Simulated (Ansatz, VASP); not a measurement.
# Ag12CO (Ag(111)): VASP beside Ansatz, part 2 of 2

One calculation is typed for both programs; each brings its own data sets and cutoff. How far apart do they land?  The structure shown is the end of the VASP relaxation below.

VASP 6.6.1 and Ansatz 0.2.0.

So far: Set-up; VASP: relaxation, PBE.

## Step 3: Ansatz: single point, PBE

Level of this step: Ansatz beside VASP: Kohn-Sham DFT, plane waves, PBE (Ansatz).

Ansatz runs on its default PAW (the set named soft_2) files.

The same cell, functional, mesh and smearing now go to Ansatz, which takes its cutoff from its data sets.

Input file input.yaml:

```yaml
crystal:
  lattice:
    - [5.86246235, 0.0, 0.0]
    - [2.93123118, 5.07704133, 0.0]
    - [0.0, 0.0, 19.78668047]
  atoms:
    - { symbol: Ag, position: [0.16666667, 0.16666667, 0.37904286] }
    - { symbol: Ag, position: [0.66666667, 0.16666667, 0.37904286] }
    - { symbol: Ag, position: [0.16666667, 0.66666667, 0.37904286] }
    - { symbol: Ag, position: [0.66666667, 0.66666667, 0.37904286] }
    - { symbol: Ag, position: [0.83432959, 0.3313408, 0.49769222] }
    - { symbol: Ag, position: [0.33333333, 0.33333333, 0.49690642] }
    - { symbol: Ag, position: [0.83432959, 0.83432959, 0.49769222] }
    - { symbol: Ag, position: [0.3313408, 0.83432959, 0.49769222] }
    - { symbol: Ag, position: [0.0, 0.0, 0.61721593] }
    - { symbol: Ag, position: [0.49953181, 0.00093639, 0.61479312] }
    - { symbol: Ag, position: [0.00093639, 0.49953181, 0.61479312] }
    - { symbol: Ag, position: [0.49953181, 0.49953181, 0.61479312] }
    - { symbol: C, position: [0.0, 0.0, 0.723907] }
    - { symbol: O, position: [0.0, 0.0, 0.78216617] }
hamiltonian:
  xc: pbe
  pseudopotentials: { kind: paw }
kpoints:
  mp_grid: { grid: [6, 6, 1] }
scf:
  occupations: { method: methfessel_paxton, width: 0.15 }
  n_extra_bands: 7
efield:
  axis: 3
  dipole_correction: true
  ramp_width: 0.04
output:
  forces: true
  eigenvalues: true
```

Command:

```
$ ansatz run input.yaml --threads 4 --pin off --max-ram 9216MiB --backend cpu --events-out ev --progress --plain --runs-dir out
```

Numbers of over 12 decimals in the logs are rounded to 6 here.

Log:

```text
scf.n_extra_bands = 7 over 119 filled bands (N_el = 238.0): the run solves 126 bands
Engine: ansatz 0.2.0, aarch64-unknown-linux-gnu
Pseudopotentials: kind: paw
Pseudopotential: Ag, paw, valence charge 19, recommended cutoff 420 eV (normal), Ag.paw.azcp
Pseudopotential: C, paw, valence charge 4, recommended cutoff 420 eV (normal), C.paw.azcp
Pseudopotential: O, paw, valence charge 6, recommended cutoff 420 eV (normal), O.paw.azcp
Functional definition: PBE
  parameter kappa = 0.804
  parameter beta = 0.066725
  exchange = pbe_x(kappa = kappa, mu = beta*pi^2/3)
  correlation = pbe_c(beta = beta)
Crystal: 14 atoms, lattice volume = 588.930 Å³
Basis set: ecut = 420 eV, 11455 PW (Γ), exchange–correlation on 80×80×270 points (8 copies of the dense FFT grid, shifted against one another)
Bands: 126, of which v1, the nominal top of the filled ones, is band 119 counted from 1 (118 counted from 0)
Symmetry: 6 space group operations
Space group: P3m1 (ITA 156), of the structure as read, at distance tolerance 8.4e-5 Å
k-points: 7 of 36 (time reversal used)
Non-local potential: Ag, projectors of the file, l = 0: 3, l = 1: 2, l = 2: 2, l = 3: 1
Non-local potential: C, projectors of the file, l = 0: 2, l = 1: 2, l = 2: 1
Non-local potential: O, projectors of the file, l = 0: 2, l = 1: 2, l = 2: 1
PAW form: soft (Blöchl's): semilocal exchange-correlation on the pseudo side does not see the compensation charge
PAW one-centre angular grid: Ag, 590 points (default); XC on 64 Gauss nodes
PAW one-centre angular grid: C, 110 points (default); XC on 64 Gauss nodes
PAW one-centre angular grid: O, 110 points (default); XC on 64 Gauss nodes
Initial density: superposition of atomic densities (neutral atoms: chi_scale 0, normalization atom), corrected by the library's trained network
Initial wavefunctions: pseudopotential atomic-orbital guess
Functional: x = pbe(κ = 0.804, μ = 0.219515), c = pbe(β = 0.066725)
SCF iter   1: F=—  HF=-91900.507926 eV  |F-HF|=—  |Δ(HF+E_count)|=         —  Δρ=2.80e-3  dr2=2.73e-1  ethr=1.77e-3  p=-0.085 e·Å  D=-2.61e-2 V/Å  ΔV_dip=0.52 eV  dr2_dipole=1.47e-2  V_vac-E_F(+/−)=5.03/4.52 eV  ⟨swp⟩=6.0  Hψ=3429  notcnv=0
efield: sawtooth ramp at fractional position 0.0606 (placed from the atoms, in the widest stretch of the axis that holds none; the zero of the levels goes with the place), width 0.0400; the density the first Hamiltonian is built on has a dipole p = -0.085 e·Å; the dipole correction subtracts the counter field D = -2.61e-2 V/Å, which shifts the + side's vacuum level by +0.52 eV against the − side's; the planar-averaged density in the ramp window peaks in size at 1.4e-4 e/Å³
preconditioner: auto → LDOS  [metal: Δε(μ)=0.084 eV  Ē_g=6.179 eV  σ=0.150 eV  W_gap=0.43  n_scr=134 (ndim 8)  ℏωp=18.2 eV  f_vac=0.558  D(μ)=6.32/eV (n_scr^D=38)  β→1.0]
SCF iter   2: F=—  HF=-91900.493240 eV  |F-HF|=—  |Δ(HF+E_count)|=   1.47e-2  S|Δr|=    0.00e0  Δρ=1.86e-3  dr2=3.57e-2  ethr=1.15e-4  p=0.038 e·Å  D=1.17e-2 V/Å  ΔV_dip=-0.23 eV  dr2_dipole=9.49e-3  V_vac-E_F(+/−)=4.26/4.50 eV  ⟨swp⟩=2.0  Hψ=1604  notcnv=0
SCF iter   3: F=—  HF=-91900.493184 eV  |F-HF|=—  |Δ(HF+E_count)|=   5.58e-5  S|Δr|=    0.00e0  Δρ=1.87e-3  dr2=2.35e-2  ethr=1.50e-5  p=0.025 e·Å  D=7.72e-3 V/Å  ΔV_dip=-0.15 eV  dr2_dipole=1.84e-3  V_vac-E_F(+/−)=4.33/4.48 eV  ⟨swp⟩=2.0  Hψ=1706  notcnv=0
SCF iter   4: F=—  HF=-91900.488513 eV  |F-HF|=—  |Δ(HF+E_count)|=   4.67e-3  S|Δr|=    0.00e0  Δρ=4.43e-4  dr2=1.99e-3  ethr=9.88e-6  p=0.029 e·Å  D=8.98e-3 V/Å  ΔV_dip=-0.18 eV  dr2_dipole=6.01e-4  V_vac-E_F(+/−)=4.29/4.47 eV  ⟨swp⟩=2.0  Hψ=1706  notcnv=0
SCF iter   5: F=—  HF=-91900.488286 eV  |F-HF|=—  |Δ(HF+E_count)|=   2.27e-4  S|Δr|=    0.00e0  Δρ=1.16e-4  dr2=1.25e-4  ethr=8.34e-7  p=0.026 e·Å  D=8.05e-3 V/Å  ΔV_dip=-0.16 eV  dr2_dipole=5.07e-5  V_vac-E_F(+/−)=4.30/4.46 eV  ⟨swp⟩=2.0  Hψ=1707  notcnv=0
SCF iter   6: F=—  HF=-91900.488291 eV  |F-HF|=—  |Δ(HF+E_count)|=   5.12e-6  S|Δr|=    0.00e0  Δρ=4.19e-5  dr2=2.16e-5  ethr=5.24e-8  p=0.024 e·Å  D=7.41e-3 V/Å  ΔV_dip=-0.15 eV  dr2_dipole=6.01e-6  V_vac-E_F(+/−)=4.31/4.45 eV  ⟨swp⟩=2.0  Hψ=1627  notcnv=0
SCF iter   7: F=—  HF=-91900.488688 eV  |F-HF|=—  |Δ(HF+E_count)|=   3.97e-4  S|Δr|=    0.00e0  Δρ=2.01e-5  dr2=3.80e-6  ethr=9.09e-9  p=0.023 e·Å  D=7.15e-3 V/Å  ΔV_dip=-0.14 eV  dr2_dipole=3.08e-7  V_vac-E_F(+/−)=4.31/4.45 eV  ⟨swp⟩=2.0  Hψ=1371  notcnv=0
SCF iter   8: F=—  HF=-91900.488688 eV  |F-HF|=—  |Δ(HF+E_count)|=   2.06e-8  S|Δr|=    0.00e0  Δρ=8.52e-6  dr2=5.33e-7  ethr=1.60e-9  p=0.023 e·Å  D=7.08e-3 V/Å  ΔV_dip=-0.14 eV  dr2_dipole=2.45e-8  V_vac-E_F(+/−)=4.31/4.45 eV  ⟨swp⟩=2.0  Hψ=1361  notcnv=0
SCF iter   9: F=-91900.488688 eV  HF=-91900.488688 eV  |F-HF|=3.44e-8  |Δ(HF+E_count)|=   1.89e-7  S|Δr|=    0.00e0  Δρ=3.57e-6  dr2=8.46e-8  ethr=4.20e-11  p=0.023 e·Å  D=7.07e-3 V/Å  ΔV_dip=-0.14 eV  dr2_dipole=1.18e-9  V_vac-E_F(+/−)=4.31/4.45 eV  ⟨swp⟩=9.9  Hψ=4027  notcnv=0
WARN: efield: at this solve's end the planar-averaged density reaches 1.45e-5 e/Å³ inside the ramp window [0.0101, 0.1511] (bound 1e-5 e/Å³); the window's nearer edge stands 4.51 Å from this solve's nearest atom along the axis. Its work functions, free energy, forces, stress, dipole, levels and responses can be off, and this figure does not tell by how much. A short vacuum, a low `basis.ecutwfc` or `basis.ecutrho_ratio` and negative occupations (`scf.occupations.method`) can put density there. See the manual's quickstart, § The vacuum guard
SCF 1 converged in 9 iterations: F = -91900.488688 eV  dr2 = 8.46e-8
  greatest PAW one-centre occupation: 1.000 electrons in one spin orbital (limit 2), on the Ag atom at site 8 (counted from 0), in its partial waves of l = 0
SCF converged after 9 iterations
Stability not checked: this state was not tested for a lower state beside it, because cold or Methfessel-Paxton smearing, or corrected tetrahedra, fill the levels in a way that the test cannot read (fill_not_monotonic; see scf.lower_state_search)
Free energy (F): -91900.488688 eV
Harris-Foulkes:  -91900.488688 eV  (|F-HF|=3.44e-8)
Internal energy: -91900.480937 eV  (E = F + TS)
E sigma→0 (E₀):  -91900.486750 eV
Entropy (-TS):   -0.007751 eV (-0.554 meV/atom)
Fermi energy:    3.583144 eV
Dipole field:    D = 0.007043 V/Å  (p = 0.022921 e·Å, saw-weighted, corrected)
Work function:   Φ+ = 4.3107 eV   Φ− = 4.4500 eV
Levels:          The Fermi level and band energies are counted from a zero that moves with the ramp; work functions are not
Vacuum region:   at the solve's end the planar-averaged density reaches 1.45e-5 e/Å³ inside the ramp window [0.0101, 0.1511] (bound 1e-5 e/Å³)
--- Per-component energies (eV) ---
  E_band       = -5979.012895
  E_kinetic    = 6579.456582
  E_local      = -251623.832684  (includes V_loc(G=0)·N_el)
  E_nonlocal   = 1040.053555
  E_hartree    = 122983.714985
  E_xc         = -2330.608586
  E_vxc        = -2958.786243  (∫ρ·V_xc dr)
  E_paw        = -47084.178762  (= ΣΔE_a)
  E_vpaw       = -4985.793622  (= ΣTr[D̂ρ^β])
  E_aug_tail   = 0.006335  (compensation charges beyond the density's cutoff)
  E_efield     = 0.000081  (sawtooth field / dipole correction)
  E_vefield    = 2.398108  (∫n·V_field dr)
  E_ewald      = 78534.907557
  E_smearing   = -0.007751  (= −TS)
  E_closure    = 0.000000  (closes the sum)
  Σ components = -91900.488688   (vs F -91900.488688, Δ=0.00e0)
--- Forces (eV/Å), atoms counted from 1 ---
  atom   1  Ag    -0.02505584    -0.01446600    -0.07297075
  atom   2  Ag     0.02505584    -0.01446600    -0.07297075
  atom   3  Ag     0.00000000     0.02893199    -0.07297075
  atom   4  Ag     0.00000000    -0.00000000     0.07309406
  atom   5  Ag    -0.00000000    -0.02450964     0.00359969
  atom   6  Ag     0.00000000    -0.00000000     0.00857357
  atom   7  Ag     0.02122597     0.01225482     0.00359969
  atom   8  Ag    -0.02122597     0.01225482     0.00359969
  atom   9  Ag    -0.00000000     0.00000000     0.03806762
  atom  10  Ag    -0.00000000    -0.00845542     0.01701954
  atom  11  Ag    -0.00732261     0.00422771     0.01701954
  atom  12  Ag     0.00732261     0.00422771     0.01701954
  atom  13  C     -0.00000000     0.00000000     0.84983897
  atom  14  O      0.00000000    -0.00000000    -0.81248919
  max |Σ_I F_I| component: 3.05e-5 eV/Å
--- Band table (eV; the first three rows and the last of 7) ---
  k-point 0: bands = [... 115 lower, 2.8441, 3.6924, 3.6924, 3.9183, 4.4392, 4.4392, 4.5867, 4.8036, ... 3 higher]
  k-point 1: bands = [... 115 lower, 2.4017, 2.9721, 3.5064, 3.5876, 3.6765, 4.3470, 4.5368, 4.9788, ... 3 higher]
  k-point 2: bands = [... 115 lower, 1.1680, 2.3410, 3.3373, 3.3395, 3.5271, 4.3278, 4.6971, 4.7580, ... 3 higher]
  k-point 6: bands = [... 115 lower, 0.8485, 1.8182, 1.8295, 2.3976, 4.2025, 4.2100, 5.2613, 5.5027, ... 3 higher]
```

Wall time 14 s (4 threads of Arm Neoverse V1, shared host); peak memory 1.7 GiB.

Reading the cycles: dr2 is the Hartree energy of the density residual (eV), the measure of convergence; HF is the Harris–Foulkes estimate of the energy, which meets the free energy F at convergence.

## Step 4: Side by side

Known differences besides the PAW data sets themselves: the data sets hold 238 valence electrons in Ansatz (default PAW (the set named soft_2) files) and 142 in VASP; the cutoff is 420 eV in Ansatz and 440 eV in VASP (PREC = Normal, projectors in real space). Total energies have different zeros and are not compared.

Forces on 10 of the 14 atoms, picked by the larger force of the two programs (eV/Å; atoms numbered as in POSCAR):

```
atom          Ansatz x, y, z            VASP x, y, z
 Ag1  -0.025, -0.014, -0.073  -0.025, -0.014, -0.056
 Ag2   0.025, -0.014, -0.073   0.025, -0.014, -0.056
 Ag3    0.000, 0.029, -0.073    0.000, 0.029, -0.056
 Ag4     0.000, 0.000, 0.073     0.000, 0.000, 0.089
 Ag5    0.000, -0.025, 0.004    0.000, -0.009, 0.004
 Ag7     0.021, 0.012, 0.004     0.008, 0.004, 0.004
 Ag8    -0.021, 0.012, 0.004    -0.008, 0.004, 0.004
 Ag9     0.000, 0.000, 0.038     0.000, 0.000, 0.008
 C13     0.000, 0.000, 0.850     0.000, 0.000, 0.015
 O14    0.000, 0.000, -0.812     0.000, 0.000, 0.017
```

The forces differ by 182 meV/Å r.m.s., which is 812.1 % of the r.m.s. force of 0.02 eV/Å (both taken over all components, held atoms included).

## Step 5: What moves the difference

The difference is large enough to ask for its cause, so further runs change the set-up of one program at a time, as the table lists.

```
                                        run  r.m.s. force difference (meV/Å)
                                   as above                              182
    Ansatz's larger PAW set (cutoff 900 eV)                              184
norm-conserving potentials (cutoff 1240 eV)                              187
```

## Step 6: Summary of results

```yaml
r_m_s_force_difference_single_point_pbe: 182 meV/Å
```

The r.m.s. force difference is 182 meV/Å (single point, PBE), beyond the 12 meV/Å picked in this series as the mark of a large difference. For single point, PBE: no further run halves the r.m.s. force difference; only Ansatz's side was varied, and Ansatz's runs with other potentials lie closer to each other than to VASP, which for this quantity points to VASP's side; this was not tested here. How closely two codes agree says nothing of how well the functional describes the real material.

[Lines on the potential files, build, host, timing and source positions are cut from VASP's logs without a mark.]

[Logs are printed without paths, hosts, clocks, repeated set-up lines and the standing remarks that a program may print on its own settings, such as how far it seeks lower states.]

[Hosts, paths, dates, database ids (printed as entryN), source tags and the programs' standing remarks are cut or masked in the printed files.]
